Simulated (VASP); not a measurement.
Here is the system:

```xyz
2
Lattice="3.4126 0.0000 0.0000 0.0000 3.4126 0.0000 0.0000 0.0000 3.4126" Properties=species:S:1:pos:R:3 pbc="T T T"
La     0.0000     0.0000     0.0000
B      1.7063     1.7063     1.7063
```

These are PBE GGA, VASP's PBE PAW potentials (set 64) (plane waves; VASP) values and carry that method's errors. Numerical set-up: 520 eV cut-off, 12×12×12 Γ-centred mesh, tetrahedra with Blöchl corrections, potentials La B.

Problem. What does the run give for the energy per atom (σ→0), band gap (on the k-mesh) with the smallest direct gap where there is one?

Solution. 
```
Item                                                        Result
------------------------  ----------------------------------------
band gap (on the k-mesh)  none (metal, semimetal or under 0.01 eV)
energy per atom (σ→0)                       -517.6 kJ/mol of atoms
```

The absolute energy has meaning only against runs of the same code, potentials and settings.

The structure was generated: LaB was put into the CsCl type type (Pm-3m), which need not be its known phase. It was relaxed first, which changed the volume by -27 %.
